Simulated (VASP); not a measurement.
Here is the system:

```
CELL_PARAMETERS angstrom
      0.00000     2.94714     2.94714
      2.94714     0.00000     2.94714
      2.94714     2.94714     0.00000
ATOMIC_POSITIONS crystal
  Al 0.25000 0.25000 0.25000
  Al 0.75000 0.75000 0.75000
  Pt 0.00000 0.00000 0.00000
```

The numbers are results of PBEsol GGA, VASP's PBE PAW potentials (set 64) (plane waves; VASP), not measurements. Run with 400 eV cut-off, 8×8×8 Γ-centred mesh, first-order Methfessel-Paxton smearing of 0.10 eV, potentials Al Pt.

Unless said otherwise, spin-orbit coupling is left out, though it shifts the bands of the heavy elements here.

Task: Predict the energy per atom (σ→0), band gap (on the k-mesh) with the smallest direct gap where there is one.

Result: 
```
Property                                                    Result
------------------------  ----------------------------------------
band gap (on the k-mesh)  none (metal, semimetal or under 0.01 eV)
energy per atom (σ→0)                               -5.916 eV/atom
```

The absolute energy has meaning only against runs of the same code, potentials and settings.

The compound is PtAl2 in the fluorite structure. It was relaxed first. The start is the result of an earlier pass.
